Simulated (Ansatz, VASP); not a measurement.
**Be2N: VASP beside Ansatz**

One calculation is typed for both programs; each brings its own data sets. How far apart do they land? The cell is generated by rule, not measured, and may not be a known phase. The cell is taken from a series of runs on this material, whose earlier steps may have relaxed, scaled, displaced or heated it; both programs get it as it stands.

Program: Ansatz 0.2.0. Level of theory: plane waves, with VASP 6.6.1 beside it; zone-centre phonons at PBEsol. Results are calculated unless marked as measured.

The structure was built from a prototype and need not be the compound's stable phase.

## Step 1: Set-up

The structure is trigonal, space group R-3m (No. 166). The conventional cell has a = 2.648 Å, b = 2.648 Å, c = 12.073 Å, α = 90.00°, β = 90.00°, γ = 120.00°. Nearest to Be lie 3 N at 1.72 Å. N has 6 Be at 1.72 Å nearest. Farther neighbours and most contacts between anions are not listed.

## Step 2: VASP: zone-centre phonons, PBEsol

Second derivatives magnify differences that forces hide, and they need a tight electronic threshold.

Lines of VASP's logs that name or quote its potential files are left out, and so is its time.

INCAR reads:

```
SYSTEM = Be2N
PREC = Accurate
ENCUT = 600
EDIFF = 1E-08
NELM = 120
ISMEAR = 1
SIGMA = 0.15
LREAL = .FALSE.
ALGO = Normal
GGA = PS
NBANDS = 10
LORBIT = 11
LWAVE = .FALSE.
LCHARG = .FALSE.
ISIF = 2
IBRION = 8
LASPH = .TRUE.
GGA_COMPAT = .FALSE.
KPAR = 2
```

POSCAR reads:

```
Be2N
1.0
    1.3242419817      0.7645514645      4.0242101329
   -1.3242419817      0.7645514645      4.0242101329
    0.0000000000     -1.5291029293      4.0242101328
Be N
2 1
Direct
    0.2672276765      0.2672276765      0.2672276765
    0.7327723235      0.7327723235      0.7327723235
    0.0000000000      0.0000000000      0.0000000000
```

KPOINTS reads:

```
Automatic mesh
0
Gamma
18 18 18
0 0 0
```

PAW data sets: Be and N (PBE family, release 64).

Command:

```console
mpirun -np 2 vasp_std
```

Numbers of over 12 decimals in the logs are rounded to 6 here.

The log of the run:

```text
[banner, memory and clock lines left out]
running    2 mpi-ranks, on    1 nodes
 distrk:  each k-point on    1 cores,    2 groups
 distr:  one band on    1 cores,    1 groups

 POSCAR found type information on POSCAR BeN
 POSCAR found :  2 types and       3 ions
|                                                                             |
|               ----> ADVICE to this user running VASP <----                  |
|                                                                             |
|     You enforced a specific xc type in the INCAR file but a different       |
|     [... a line on the potential file left out ...]
|     I HOPE YOU KNOW WHAT YOU ARE DOING!                                     |
|                                                                             |

 LDA part: xc-table for (Slater+PW92), standard interpolation
 POSCAR, INCAR and KPOINTS ok, starting setup
 FFT: planning ... GRIDC
 FFT: planning ... GRID_SOFT
 FFT: planning ... GRID
 WAVECAR not read
 entering main loop
       N       E                     dE             d eps       ncg     rms          rms(c)
DAV:   1     0.161822058153E+02    0.16182E+02   -0.43783E+03 11608   0.849E+02
DAV:   2    -0.186594563555E+02   -0.34842E+02   -0.32394E+02 15072   0.171E+02
DAV:   3    -0.202749266409E+02   -0.16155E+01   -0.16041E+01 16000   0.341E+01
DAV:   4    -0.202834039996E+02   -0.84774E-02   -0.84721E-02 16246   0.241E+00
DAV:   5    -0.202834297026E+02   -0.25703E-04   -0.25700E-04 15868   0.108E-01    0.749E+00
DAV:   6    -0.181613679893E+02    0.21221E+01   -0.93317E+00 15610   0.195E+01    0.273E+00
DAV:   7    -0.180814888154E+02    0.79879E-01   -0.25104E-01 14706   0.411E+00    0.189E+00
DAV:   8    -0.180402248017E+02    0.41264E-01   -0.12281E-01 14154   0.262E+00    0.344E-01
DAV:   9    -0.180393131738E+02    0.91163E-03   -0.44925E-03 15036   0.566E-01    0.152E-01
DAV:  10    -0.180392999261E+02    0.13248E-04   -0.30011E-04 14194   0.125E-01    0.239E-02
DAV:  11    -0.180392899993E+02    0.99268E-05   -0.39318E-05 14580   0.358E-02    0.684E-03
DAV:  12    -0.180392902094E+02   -0.21010E-06   -0.12018E-06 14834   0.984E-03    0.395E-03
DAV:  13    -0.180392901223E+02    0.87146E-07   -0.30232E-07 15916   0.439E-03    0.475E-04
DAV:  14    -0.180392901262E+02   -0.39242E-08   -0.19576E-08  9522   0.110E-03
   1 F= -.18039290E+02 E0= -.18039208E+02  d E =-.246215E-03
 Linear response reoptimize wavefunctions to high precision
DAV:   1    -0.180392901308E+02   -0.45898E-08   -0.27271E-09 13310   0.595E-04
DAV:   2    -0.180392901308E+02   -0.10118E-10   -0.45412E-11  7910   0.677E-05
 Linear response DOF=           4
 Linear response progress:
  Degree of freedom:   1/  4
       N       E                     dE             d eps       ncg     rms          rms(c)
RMM:   1    -0.824130236539E-02   -0.82413E-02   -0.31361E-03142064   0.792E-01
RMM:   2    -0.760769592014E-02    0.63361E-03   -0.40256E-04 99790   0.201E-01    0.872E-02
RMM:   3    -0.752210620863E-02    0.85590E-04   -0.67494E-05107266   0.647E-02    0.471E-02
RMM:   4    -0.760535061855E-02   -0.83244E-04   -0.80880E-05102064   0.670E-02    0.596E-03
RMM:   5    -0.761548385215E-02   -0.10133E-04   -0.20417E-06109084   0.900E-03    0.672E-04
RMM:   6    -0.761609366954E-02   -0.60982E-06   -0.16822E-07106888   0.110E-03    0.335E-04
RMM:   7    -0.761569139957E-02    0.40227E-06   -0.26975E-08109549   0.327E-04    0.380E-05
RMM:   8    -0.761571824885E-02   -0.26849E-07   -0.51649E-09109854   0.706E-05    0.135E-05
RMM:   9    -0.761567426849E-02    0.43980E-07   -0.31063E-09111112   0.362E-05    0.155E-06
RMM:  10    -0.761567610491E-02   -0.18364E-08   -0.10762E-09105102   0.242E-05    0.645E-07
 first order change of Fermi-energy  -0.10995E-06
 force on displaced ion       1 direction 1 :  -8.412   0.002  -0.000
 Linear response progress:
  Degree of freedom:   2/  4
       N       E                     dE             d eps       ncg     rms          rms(c)
RMM:   1    -0.107698733764E-01   -0.10770E-01   -0.30415E-03 27490   0.730E-01
RMM:   2    -0.100745793319E-01    0.69529E-03   -0.33405E-04 19573   0.149E-01    0.745E-02
RMM:   3    -0.100189475241E-01    0.55632E-04   -0.12191E-04 21062   0.829E-02    0.372E-02
RMM:   4    -0.100217362167E-01   -0.27887E-05   -0.22695E-06 19892   0.248E-02    0.191E-02
RMM:   5    -0.100477988973E-01   -0.26063E-04   -0.16949E-06 19335   0.198E-02    0.225E-03
RMM:   6    -0.100477209364E-01    0.77961E-07    0.46269E-07 20884   0.312E-03    0.556E-04
RMM:   7    -0.100480970458E-01   -0.37611E-06    0.56965E-08 20980   0.805E-04    0.292E-04
RMM:   8    -0.100475386564E-01    0.55839E-06    0.24903E-09 21098   0.329E-04    0.467E-05
RMM:   9    -0.100475070386E-01    0.31618E-07    0.57762E-09 21378   0.907E-05    0.935E-06
RMM:  10    -0.100475038522E-01    0.31864E-08    0.35548E-09 21789   0.459E-05    0.267E-06
 first order change of Fermi-energy   0.25333E+01
 force on displaced ion       1 direction 3 :   0.000   0.000 -12.339
 Linear response progress:
  Degree of freedom:   3/  4
       N       E                     dE             d eps       ncg     rms          rms(c)
RMM:   1    -0.235293749333E+00   -0.23529E+00    0.16509E-01 62387   0.342E+00
RMM:   2    -0.232823469068E+00    0.24703E-02   -0.37133E-03 49776   0.601E-01    0.191E-01
RMM:   3    -0.233978196587E+00   -0.11547E-02   -0.72484E-04 50993   0.206E-01    0.100E-01
RMM:   4    -0.236155193716E+00   -0.21770E-02   -0.59600E-04 48537   0.183E-01    0.237E-02
RMM:   5    -0.236265851406E+00   -0.11066E-03   -0.16151E-05 58428   0.374E-02    0.135E-03
RMM:   6    -0.236260683985E+00    0.51674E-05   -0.26653E-07 58353   0.352E-03    0.670E-04
RMM:   7    -0.236252603808E+00    0.80802E-05   -0.48532E-08 58338   0.948E-04    0.161E-04
RMM:   8    -0.236254184290E+00   -0.15805E-05   -0.42458E-08 55642   0.332E-04    0.247E-05
RMM:   9    -0.236254396070E+00   -0.21178E-06   -0.42916E-08 60114   0.172E-04    0.647E-06
RMM:  10    -0.236254370779E+00    0.25291E-07   -0.41103E-08 60421   0.128E-04    0.412E-07
RMM:  11    -0.236254366629E+00    0.41499E-08   -0.39003E-08 52856   0.122E-04    0.300E-07
 first order change of Fermi-energy  -0.22387E-05
 force on displaced ion       3 direction 1 : -15.123   0.000   0.000
 Linear response progress:
  Degree of freedom:   4/  4
       N       E                     dE             d eps       ncg     rms          rms(c)
RMM:   1    -0.253071525613E+00   -0.25307E+00    0.24312E-01 22514   0.355E+00
RMM:   2    -0.250563964524E+00    0.25076E-02   -0.34515E-03 19379   0.544E-01    0.202E-01
RMM:   3    -0.250670731652E+00   -0.10677E-03   -0.16379E-03 18902   0.272E-01    0.830E-02
RMM:   4    -0.251812695910E+00   -0.11420E-02   -0.58805E-04 20032   0.155E-01    0.211E-02
RMM:   5    -0.251994357552E+00   -0.18166E-03   -0.16378E-05 20033   0.313E-02    0.394E-03
RMM:   6    -0.252080124669E+00   -0.85767E-04   -0.17918E-06 19939   0.906E-03    0.160E-03
RMM:   7    -0.252056784490E+00    0.23340E-04   -0.15708E-07 19587   0.290E-03    0.137E-04
RMM:   8    -0.252056910392E+00   -0.12590E-06   -0.47628E-08 21727   0.599E-04    0.665E-05
RMM:   9    -0.252056356891E+00    0.55350E-06   -0.43639E-08 21572   0.193E-04    0.818E-06
RMM:  10    -0.252056396143E+00   -0.39252E-07   -0.43727E-08 22062   0.129E-04    0.354E-06
RMM:  11    -0.252056403395E+00   -0.72519E-08   -0.43838E-08 21145   0.120E-04    0.248E-07
 first order change of Fermi-energy  -0.16440E-03
 force on displaced ion       3 direction 3 :   0.000   0.000  -9.204
 Linear response finished
```

OUTCAR, selected parts (step 2):

```text
ion  position               nearest neighbor table
   1  0.267  0.267  0.267-   3 1.72   3 1.72   3 1.72   2 2.21   2 2.21   2 2.21
   2  0.733  0.733  0.733-   3 1.72   3 1.72   3 1.72   1 2.21   1 2.21   1 2.21
   3  0.000  0.000  0.000-   2 1.72   1 1.72   2 1.72   2 1.72   1 1.72   1 1.72

  LATTYP: Found a trigonal (rhomboedric) cell.
 ALAT       =     4.3049300763
 COS(alpha) =     0.8107514781

 Subroutine GETGRP returns: Found 12 space group operations
 (whereof 12 operations were pure point group operations)

The static configuration has the point symmetry D_3d.

 Found    580 irreducible k-points:

   k-points           NKPTS =    580   k-points in BZ     NKDIM =    580   number of bands    NBANDS=     10

   dimension x,y,z NGX =    36 NGY =   36 NGZ =   36
   dimension x,y,z NGXF=    72 NGYF=   72 NGZF=   72

   ENCUT  =  600.0 eV  44.10 Ry    6.64 a.u.   8.60  8.60  8.60*2*pi/ulx,y,z

   NELECT =       9.0000    total number of electrons

 k-points in reciprocal lattice and weights: Automatic mesh
   0.00000000  0.00000000  0.00000000       0.000
   0.05555556  0.00000000  0.00000000       0.001
   0.11111111  0.00000000  0.00000000       0.001
   0.16666667  0.00000000  0.00000000       0.001
   0.22222222  0.00000000  0.00000000       0.001
   0.27777778  0.00000000  0.00000000       0.001
   0.33333333  0.00000000  0.00000000       0.001
   0.38888889  0.00000000  0.00000000       0.001
   0.44444444  0.00000000  0.00000000       0.001
[...]
-0.44444444  0.50000000  0.44444444       0.001
   0.50000000  0.50000000  0.50000000       0.000

 average (electrostatic) potential at core
       1 -34.0411       2 -34.0411       3 -62.5294

  Total        0.0719905      0.0719905     -0.0305802      0.0000000      0.0000000     -0.0000000
  in kB        4.7182395      4.7182395     -2.0042160      0.0000000      0.0000000     -0.0000000
  external PRESSURE =       2.4774210 kB  Pullay stress =       0.0000000 kB

  energy-cutoff  :      600.00
  volume of cell :       24.45
      direct lattice vectors                 reciprocal lattice vectors
     1.324241982  0.764551464  4.024210133     0.377574497  0.217992737  0.082831990
    -1.324241982  0.764551464  4.024210133    -0.377574497  0.217992737  0.082831990
     0.000000000 -1.529102929  4.024210133     0.000000000 -0.435985475  0.082831990

 POSITION                                       TOTAL-FORCE (eV/Angst)
 -----------------------------------------------------------------------------------
      0.00000     -0.00000      3.22614         0.000000      0.000000     -0.027678
      0.00000     -0.00000      8.84649         0.000000     -0.000000      0.027678
      0.00000      0.00000      0.00000         0.000000      0.000000      0.000000
 -----------------------------------------------------------------------------------
    total drift:                                0.000000      0.000000      0.000000

 Eigenvectors and eigenvalues of the dynamical matrix
 ----------------------------------------------------

   1 f  =   23.331266 THz   146.594670 2PiTHz  778.247276 cm-1    96.490321 meV
             X         Y         Z           dx          dy          dz
      0.000000 -0.000000  3.226141     0.000000   -0.000000    0.707107
      0.000000 -0.000000  8.846489     0.000000    0.000000   -0.707107
      0.000000  0.000000  0.000000    -0.000000    0.000000    0.000000

   2 f  =   21.659302 THz   136.089407 2PiTHz  722.476541 cm-1    89.575634 meV
             X         Y         Z           dx          dy          dz
      0.000000 -0.000000  3.226141     0.467585   -0.000005   -0.000000
      0.000000 -0.000000  8.846489     0.467585   -0.000005    0.000000
      0.000000  0.000000  0.000000    -0.750152    0.000007    0.000000

   3 f  =   21.659302 THz   136.089407 2PiTHz  722.476541 cm-1    89.575634 meV
             X         Y         Z           dx          dy          dz
      0.000000 -0.000000  3.226141     0.000005    0.467585    0.000000
      0.000000 -0.000000  8.846489     0.000005    0.467585    0.000000
      0.000000  0.000000  0.000000    -0.000007   -0.750152   -0.000000

   4 f  =   16.896833 THz   106.165933 2PiTHz  563.617680 cm-1    69.879655 meV
             X         Y         Z           dx          dy          dz
      0.000000 -0.000000  3.226141     0.000000    0.000000   -0.467586
      0.000000 -0.000000  8.846489     0.000000    0.000000   -0.467586
      0.000000  0.000000  0.000000    -0.000000   -0.000000    0.750151

   5 f  =   15.847255 THz    99.571240 2PiTHz  528.607527 cm-1    65.538951 meV
             X         Y         Z           dx          dy          dz
      0.000000 -0.000000  3.226141    -0.707107    0.000008    0.000000
      0.000000 -0.000000  8.846489     0.707107   -0.000008   -0.000000
      0.000000  0.000000  0.000000    -0.000000   -0.000000    0.000000

   6 f  =   15.847255 THz    99.571240 2PiTHz  528.607527 cm-1    65.538951 meV
             X         Y         Z           dx          dy          dz
      0.000000 -0.000000  3.226141     0.000008    0.707107    0.000000
      0.000000 -0.000000  8.846489    -0.000008   -0.707107   -0.000000
      0.000000  0.000000  0.000000    -0.000000   -0.000000    0.000000

   7 f/i=    0.001904 THz     0.011962 2PiTHz    0.063503 cm-1     0.007873 meV
             X         Y         Z           dx          dy          dz
      0.000000 -0.000000  3.226141     0.000000   -0.000000    0.530437
      0.000000 -0.000000  8.846489     0.000000   -0.000000    0.530437
      0.000000  0.000000  0.000000     0.000000   -0.000000    0.661267

   8 f/i=    0.002399 THz     0.015073 2PiTHz    0.080019 cm-1     0.009921 meV
             X         Y         Z           dx          dy          dz
      0.000000 -0.000000  3.226141     0.529526    0.031086    0.000000
      0.000000 -0.000000  8.846489     0.529526    0.031086    0.000000
      0.000000  0.000000  0.000000     0.660129    0.038753    0.000000

   9 f/i=    0.002399 THz     0.015073 2PiTHz    0.080019 cm-1     0.009921 meV
             X         Y         Z           dx          dy          dz
      0.000000 -0.000000  3.226141     0.031086   -0.529526   -0.000000
      0.000000 -0.000000  8.846489     0.031086   -0.529526   -0.000000
      0.000000  0.000000  0.000000     0.038753   -0.660129   -0.000000

 ELASTIC MODULI CONTR FROM IONIC RELAXATION (kBar)
 Direction    XX          YY          ZZ          XY          YZ          ZX
 --------------------------------------------------------------------------------
 XX         -77.6006    -52.9661   -300.6619     -0.0000     94.3681      0.0000
 YY         -52.9661    -77.6006   -300.6619     -0.0000    -94.3681      0.0000
 ZZ        -300.6619   -300.6619  -1384.6951     -0.0000     -0.0000      0.0000
 XY          -0.0000     -0.0000     -0.0000    -12.3173      0.0000     94.1636
 YZ          94.3681    -94.3681     -0.0000      0.0000   -722.9967     -0.0000
 ZX           0.0000      0.0000      0.0000     94.1636     -0.0000   -719.8664
 --------------------------------------------------------------------------------
```

This run has no spin polarisation. Its electron count is odd, so without a moment it is a metal by construction.

(Continued in part 2 of 2.)

[Lines on the potential files, build, host, timing and source positions are cut from VASP's logs without a mark.]

[Logs are printed without paths, hosts, clocks, repeated set-up lines and the standing remarks that a program may print on its own settings, such as how far it seeks lower states.]

[Hosts, paths, dates, database ids (printed as entryN), source tags and the programs' standing remarks are cut or masked in the printed files.]
